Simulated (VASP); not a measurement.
Data:

```yaml
crystal:
  lattice:
    - [0.00000, 3.49087, 3.49087]
    - [3.49087, 0.00000, 3.49087]
    - [3.49087, 3.49087, 0.00000]
  atoms:
    - { symbol: Rb, position: [0.00000, 0.00000, 0.00000] }
    - { symbol: Br, position: [0.50000, 0.50000, 0.50000] }
```

Method: AM05 GGA, VASP's PBE PAW potentials (set 64) (plane waves; VASP 6.6.1). Settings: 520 eV cut-off, 7×7×7 Γ-centred mesh, Gaussian smearing of 0.050 eV, potentials Rb_sv Br.

Problem. What does the run give for the energy per atom (σ→0), band gap (on the k-mesh) with the smallest direct gap where there is one?

Solution. 
```json
{
 "band gap (on the k-mesh)": "4.30 eV",
 "smallest direct gap (on the k-mesh)": "4.30 eV",
 "energy per atom (σ→0)": "-3.012 eV/atom"
}
```

Total energies compare only between runs with the same potentials, cut-off and functional.

The compound is RbBr in the rock salt structure. It was relaxed first.
